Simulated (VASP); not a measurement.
Here is the system:

```xyz
2
Lattice="0.0000 3.3150 3.3150 3.3150 0.0000 3.3150 3.3150 3.3150 0.0000" Properties=species:S:1:pos:R:3 pbc="T T T"
Ag     0.0000     0.0000     0.0000
I      1.6575     1.6575     1.6575
```

All values below come from PBE GGA, VASP's PBE PAW potentials (set 64) (plane waves; VASP). Run with 800 eV cut-off, 6×6×6 Γ-centred mesh, Gaussian smearing of 0.050 eV, potentials Ag I.

Unless said otherwise, spin-orbit coupling is left out, though it shifts the bands of the heavy elements here.

Problem. Predict the energy per atom (σ→0), band gap (on the k-mesh) with the smallest direct gap where there is one.

Solution. 
| Quantity | Result |
|---|---|
| band gap (on the k-mesh) | 1.35 eV |
| smallest direct gap (on the k-mesh) | 1.35 eV |
| energy per atom (σ→0) | -231.1 kJ/mol of atoms |

The absolute energy has meaning only against runs of the same code, potentials and settings.

The compound is AgI in the zinc blende structure, whereas wurtzite is the usual form. The cell was not relaxed at this level. The run is one of a series of settings (ENCUT = 800 against the base run), some of them coarse on purpose.
